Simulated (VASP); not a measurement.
The system is SnTe.

```
Sn Te
1.0
     0.00000    3.15085    3.15085
     3.15085    0.00000    3.15085
     3.15085    3.15085    0.00000
Sn Te
1 1
Direct
  0.00000 0.00000 0.00000
  0.50000 0.50000 0.50000
```

```yaml
Program: VASP 6.6.1
Task: relaxation of cell and atoms
Functional: r2SCAN
Potentials_or_basis: VASP PAW PBE potentials, release 64 (Sn_d, Te)
Cutoff: 600 eV
k_mesh: 10 × 10 × 10
Occupations: gaussian, width 0.1 eV
Spin: no spin polarisation
```

At the start: pressure 1.6 GPa; volume 31.28 Å³/atom.

Question: Where does the relaxation end?

Answer: Over 3 steps the energy falls by 4.9 meV/atom and the volume is 32.33 Å³/atom (+3.3 %); space group Fm-3m (No. 225, to 0.05 Å).

Step by step:
```csv
step,energy change (eV),largest force (eV/Å),pressure (GPa),volume (Å³)
1,0.0000,0.0000,1.56,62.56
2,-0.0088,0.0000,-0.47,65.36
3,-0.0099,0.0000,0.01,64.65
```

Final structure:
```yaml
crystal:
  lattice:
    - [0.00000, 3.18552, 3.18552]
    - [3.18552, 0.00000, 3.18552]
    - [3.18552, 3.18552, 0.00000]
  atoms:
    - { symbol: Sn, position: [0.00000, 0.00000, 0.00000] }
    - { symbol: Te, position: [0.50000, 0.50000, 0.50000] }
```

Caveat: the PAW data sets were made with another functional, which shifts forces and pressure a little.
